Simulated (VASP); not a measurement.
All values below come from PBE GGA, VASP's PBE PAW potentials (set 64) (plane waves; VASP).

VASP input:

**KPOINTS**
```
Automatic
0
M
 9 9 5
0 0 0
```

INCAR:
```
# general
SYSTEM =Tm
PREC   =Accurate
ENCUT  =400   # plane-wave cut-off (eV)
LREAL  =.FALSE.   # projection in real space or not
LASPH  =.TRUE.

# electronic loop
EDIFF  =1E-6   # SCF stop (eV)
NELM   =100   # most electronic steps
ALGO   =Normal   # blocked Davidson
LMAXMIX=6

# smearing
ISMEAR =1
SIGMA  =0.1

# functional
GGA    =PE

# ions
ISIF   =2   # forces and stress, cell fixed

# output
LWAVE  =.FALSE.
LCHARG =.FALSE.
```

**POSCAR**
```
Tm
1
    1.7841230000    -3.1452920000     0.0000000000
    1.7841230000     3.1452920000     0.0000000000
    0.0000000000     0.0000000000     5.4315560000
Tm
2
Direct
  0.3333330000   0.6666670000   0.2500000000
  0.6920190000   0.3586850000   0.7500000000
```

POTCAR, in this order: Tm_3 (PBE.64 set). Program: vasp_std.

What VASP printed:

**OSZICAR**
```
       N       E                     dE             d eps       ncg     rms          rms(c)
DAV:   1     0.536036548188E+02    0.53604E+02   -0.75274E+03  3230   0.109E+03
DAV:   2    -0.494702016721E+01   -0.58551E+02   -0.57448E+02  3365   0.348E+02
DAV:   3    -0.881283262880E+01   -0.38658E+01   -0.35260E+01  5274   0.546E+01
DAV:   4    -0.892388252410E+01   -0.11105E+00   -0.10780E+00  5167   0.781E+00
DAV:   5    -0.892506719488E+01   -0.11847E-02   -0.11829E-02  4473   0.717E-01    0.237E+01
DAV:   6    -0.891941731305E+01    0.56499E-02   -0.33667E-02  5097   0.218E+00    0.140E+01
DAV:   7    -0.893205769867E+01   -0.12640E-01   -0.59237E-02  4880   0.283E+00    0.376E-01
DAV:   8    -0.893181572669E+01    0.24197E-03   -0.34198E-03  4158   0.527E-01    0.907E-02
DAV:   9    -0.893183296632E+01   -0.17240E-04   -0.25947E-04  5296   0.170E-01    0.321E-02
DAV:  10    -0.893182580407E+01    0.71623E-05   -0.30454E-05  4676   0.501E-02    0.407E-02
DAV:  11    -0.893182651375E+01   -0.70969E-06   -0.35295E-06  3778   0.181E-02
   1 F= -.89318265E+01 E0= -.89312264E+01  d E =-.180027E-02
```

File OUTCAR:
```
------------------------ aborting loop because EDIFF is reached ----------------------------------------
  FORCE on cell =-STRESS in cart. coord.  units (eV):
  Direction    XX          YY          ZZ          XY          YZ          ZX
  --------------------------------------------------------------------------------------
  Total       -0.1283180     -0.5402309      0.5799990     -0.1566064      0.0000000      0.0000000
  in kB       -3.3725467    -14.1987458     15.2439602     -4.1160438      0.0000000      0.0000000
  external PRESSURE =      -0.7757775 kB  Pullay stress =       0.0000000 kB
  volume of cell :       60.96
      direct lattice vectors                 reciprocal lattice vectors
     1.784123000 -3.145292000  0.000000000     0.280249736 -0.158967752  0.000000000
     1.784123000  3.145292000  0.000000000     0.280249736  0.158967752  0.000000000
     0.000000000  0.000000000  5.431556000     0.000000000  0.000000000  0.184109305
 POSITION                                       TOTAL-FORCE (eV/Angst)
 -----------------------------------------------------------------------------------
      1.78412      1.04843      1.35789         0.149100     -0.032613     -0.000000
      1.87459     -1.04843      4.07367        -0.149100      0.032613      0.000000
 -----------------------------------------------------------------------------------
    total drift:                                0.000003     -0.000000      0.000000
  FREE ENERGIE OF THE ION-ELECTRON SYSTEM (eV)
  ---------------------------------------------------
  free  energy   TOTEN  =        -8.9318265138 eV

  energy  without entropy=       -8.9300262436  energy(sigma->0) =       -8.93122642
```
(Selected blocks of OUTCAR.)

The 4f electrons are frozen in the core of the lanthanide potential, so 4f levels, which can set the real gap, and their magnetism are missing.

The compound is Tm in the hcp structure. The cell was not relaxed at this level, atoms are displaced from their ideal sites. The run is one of a series of settings (KPOINTS 9×9×5 Monkhorst-Pack mesh against the base run), some of them coarse on purpose.
